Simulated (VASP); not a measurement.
# Al3Si2F: phonons with PBE

Al3Si2F:

```
CELL_PARAMETERS angstrom
-2.25059 5.87721 2.00942
2.25059 -5.87721 2.00942
2.25059 5.87721 -2.00942
ATOMIC_POSITIONS crystal
Al 0.63271 0.79736 0.83535
Al 0.96202 0.79736 0.16465
Al 0.05907 0.55907 0.50000
Si 0.39849 0.03741 0.36108
Si 0.67632 0.03741 0.63892
F 0.02149 0.02149 0.00000
```

The cell was built by a generator and needn't be a form met in nature.

```
Program                : VASP 6.6.1
Task                   : phonons
Functional             : PBE
Potentials or basis    : VASP PAW PBE potentials, release 64 (Al, Si, F)
Cutoff                 : 520 eV
k mesh                 : 10 × 10 × 10
Occupations            : gaussian, width 0.1 eV
Spin                   : no spin polarisation
By perturbation theory : no
Further INCAR settings : ALGO = Normal; EDIFF = 1e-08; IBRION = 6; POTIM = 0.015; NSW = 1
```

| Property | Result |
| --- | --- |
| Highest phonon frequency at Γ, LO-TO splitting left out | 393 cm⁻¹ |
| Most unstable mode | 154i cm⁻¹ |

Phonon frequencies in cm⁻¹ (negative: imaginary):
```
              q point                                                          frequencies
(0.000, 0.000, 0.000)  -154 -117 0 0 1 111 138 169 184 200 215 244 300 338 346 362 381 393
```

It took 43 min on 8 MPI ranks on Intel(R) Xeon(R) Platinum 8488C (Sapphire Rapids), on a shared host, peak memory 1.4 GiB a rank.

Caveat: some modes are imaginary.
